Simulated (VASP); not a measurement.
Here is a VASP 6.6.1 calculation.

INCAR

```
SYSTEM = CaZr2N2
PREC = Accurate
ENCUT = 520
EDIFF = 1E-6
ISMEAR = 0
SIGMA = 0.1
LREAL = .FALSE.
LASPH = .TRUE.
NELM = 150
ALGO = Normal
ISIF = 2
LWAVE = .FALSE.
LCHARG = .FALSE.
METAGGA = R2SCAN
LMIXTAU = .TRUE.
KPAR = 8
```

Contents of KPOINTS:

```
regular mesh
0
G
  10 10 10
  0 0 0
```

The input POSCAR:

```
CaZr2N2                                 
1.0
   -1.7325317398      2.2694427293      5.2455879310
    1.7325317398     -2.2694427293      5.2455879310
    1.7325317398      2.2694427293     -5.2455879310
  Ca              Zr              N             
     1     2     2
Direct
     0.0000000000000000    0.0000000000000000    0.0000000000000000
     0.6890674024650487    0.6890674024650487    0.0000000000000000
     0.3109325975349513    0.3109325975349513    1.0000000000000000
     0.8185297840396496    0.3185297840396496    0.5000000000000000
     0.1814702159603504    0.6814702159603504    0.5000000000000000
```

Potentials or basis: VASP PAW PBE potentials, release 64 (Ca_sv, Zr_sv, N).

Run with:

```bash
$ cat potpaw_PBE.64/Ca_sv/POTCAR potpaw_PBE.64/Zr_sv/POTCAR potpaw_PBE.64/N/POTCAR > POTCAR
$ mpirun -np 8 vasp_std > vasp.out
```

Question: Predict the largest force.

Answer: 0.098 eV/Å.

Question: Predict the pressure.

Answer: -0.9 GPa.

Question: Estimate the band gap on the k mesh.

Answer: None (metal or under the smearing width).

Stress tensor (GPa, compression positive):
```
-0.83  0.00  0.00
 0.00 -0.79  0.00
 0.00  0.00 -0.99
```

Caveat: the PAW data sets were made with another functional, which shifts forces and pressure a little.
